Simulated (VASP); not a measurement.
Computed with r2SCAN meta-GGA, VASP's PBE PAW potentials (set 64) (plane waves; VASP).

The input files of a VASP run:

KPOINTS:
```
Automatic
0
gamma
 8 8 8
0 0 0
```

POSCAR:
```
KF
1
    0.0000000000     2.6589489992     2.5525910392
    2.6589489992     0.0000000000     2.5525910392
    2.6589489992     2.6589489992     0.0000000000
K F
1 1
Direct
  0.0000000000   0.0000000000   0.0000000000
  0.5000000000   0.5000000000   0.5000000000
```

### INCAR
```
ALGO = Normal
EDIFF = 1E-7
ENCUT = 600
ISIF = 2
ISMEAR = 0
LASPH = .TRUE.
LCHARG = .FALSE.
LMIXTAU = .TRUE.
LREAL = .FALSE.
LWAVE = .FALSE.
METAGGA = R2SCAN
NELM = 100
PREC = Accurate
SIGMA = 0.05
SYSTEM = KF
```

POTCAR, in this order: K_sv F (PBE.64 set). Program: vasp_std.

What does the run give for the energy per atom (σ→0), pressure, band gap (on the k-mesh)?

* **energy per atom (σ→0)**: -7.478 eV/atom
* **band gap (on the k-mesh)**: 7.07 eV
* **pressure**: 1.77 GPa

### OSZICAR
```
...
DAV:  16    -0.149558575887E+02   -0.35397E-02   -0.45219E-03  1452   0.870E-01    0.737E-02
DAV:  17    -0.149560186057E+02   -0.16102E-03   -0.14154E-04  1832   0.144E-01    0.483E-02
DAV:  18    -0.149560072143E+02    0.11391E-04   -0.35222E-05  1684   0.646E-02    0.276E-02
DAV:  19    -0.149560229359E+02   -0.15722E-04   -0.16420E-05  1556   0.554E-02    0.992E-03
DAV:  20    -0.149560302018E+02   -0.72659E-05   -0.57615E-06  1704   0.261E-02    0.403E-03
DAV:  21    -0.149560299144E+02    0.28739E-06   -0.41855E-07  1824   0.884E-03    0.222E-03
DAV:  22    -0.149560299438E+02   -0.29434E-07   -0.36717E-07  1536   0.790E-03
   1 F= -.14956030E+02 E0= -.14956030E+02  d E =-.256064E-16
```

The compound is KF in the rock salt structure. This cell was strained or had an atom moved on purpose.
